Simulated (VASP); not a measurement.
Data:

```xyz
8
Lattice="5.0410 0.0000 -0.0001 0.0000 3.1287 0.0000 -0.0035 0.0000 5.4147" Properties=species:S:1:pos:R:3 pbc="T T T"
Al     2.5209     1.5643     0.9063
Al     0.0020     1.5643     4.5205
Al     0.0041     0.0000     1.7959
Ga     2.5155     0.0000     3.6074
N      0.5585     0.0000     3.6080
N      0.6169     1.5643     0.9055
N      3.1478     1.5643     4.5491
N      3.1400     0.0000     1.7669
```

Method: PBEsol GGA, VASP's PBE PAW potentials (set 64) (plane waves; VASP). Numerical set-up: 520 eV cut-off, 6×9×5 Γ-centred mesh, Gaussian smearing of 0.010 eV, potentials Al Ga_d N.

Q: Estimate the energy per atom (σ→0), band gap (on the k-mesh) with the smallest direct gap where there is one.

A: 
```yaml
band gap (on the k-mesh): 3.51 eV
smallest direct gap (on the k-mesh): 3.51 eV
energy per atom (σ→0): -7508 meV/atom
```

The absolute energy has meaning only against runs of the same code, potentials and settings.

The structure comes from a computed database's Al3GaN4 entry (Pm); how it stands against other phases isn't given here. It was relaxed first.
